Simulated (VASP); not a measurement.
A VASP calculation is set up with these files.

**KPOINTS**
```
Automatic
0
G
 7 7 7
```

### INCAR
```
! general
SYSTEM = Mg2Si
PREC   = Accurate
ENCUT  = 520
LREAL  = .FALSE.
LASPH  = .TRUE.

! electronic loop
EDIFF  = 1E-7
NELM   = 100
ALGO   = Normal

! smearing
ISMEAR = 0
SIGMA  = 0.05

! functional
GGA    = PE

! ions
ISIF   = 2

! output
LWAVE  = .FALSE.
LCHARG = .FALSE.
```

**POSCAR**
```
Mg2Si
1
    0.0000000000     3.2423569028     3.2423569028
    3.2423569028     0.0000000000     3.2423569028
    3.2423569028     3.2423569028     0.0000000000
Mg Si
2 1
Direct
  0.2500000000   0.2500000000   0.2500000000
  0.7500000000   0.7500000000   0.7500000000
  0.0000000000   0.0000000000   0.0000000000
```

POTCAR, in this order: Mg Si (PBE.64 set). Program: vasp_std.

**Question.** Translate this PBE calculation to Ansatz.

**Answer.** One equivalent input (not run):
Ansatz 0.2 input:
```yaml
crystal:
  lattice:
    - [0.0000000, 3.2423569, 3.2423569]
    - [3.2423569, 0.0000000, 3.2423569]
    - [3.2423569, 3.2423569, 0.0000000]
  atoms:
    - { symbol: Mg, position: [0.2500000, 0.2500000, 0.2500000] }
    - { symbol: Mg, position: [0.7500000, 0.7500000, 0.7500000] }
    - { symbol: Si, position: [0.0000000, 0.0000000, 0.0000000] }
kpoints:
  mp_grid: { grid: [7, 7, 7] }
hamiltonian:
  xc: pbe
  pseudopotentials: { kind: paw }
scf:
  occupations: { method: gaussian, width: 0.05 }
  max_iter: 100
output: { forces: true, stress: true, eigenvalues: true }
```
What does not carry over: each code has its own PAW files, so the cut-off isn't converted (ENCUT is set for VASP's; basis.ecutwfc is left out, and Ansatz then takes the one that its files recommend); Ansatz stops its SCF on the density residual and VASP on the energy change (EDIFF).

The compound is Mg2Si in the antifluorite structure. This cell is one point of a volume scan, at 1.06 of the reference volume.
